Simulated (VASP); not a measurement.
Consider the following.

```
CELL_PARAMETERS angstrom
     -1.63326     1.63326     1.63326
      1.63326    -1.63326     1.63326
      1.63326     1.63326    -1.63326
ATOMIC_POSITIONS crystal
  Nb 0.00000 0.00000 0.00000
```

Calculation: PBEsol GGA, VASP's PBE PAW potentials (set 64) (plane waves; VASP). Settings: 400 eV cut-off, 18×18×18 Γ-centred mesh, tetrahedra with Blöchl corrections, potentials Nb_sv.

**Question.** Estimate the energy per atom (σ→0), band gap (on the k-mesh) with the smallest direct gap where there is one.

**Answer.** 
The band gap (on the k-mesh) comes out as none (metal, semimetal or under 0.01 eV). The energy per atom (σ→0) is -10949 meV/atom.

The structure comes from a measured Nb entry (Im-3m) of the Crystallography Open Database, whose conditions weren't checked. It was relaxed first.
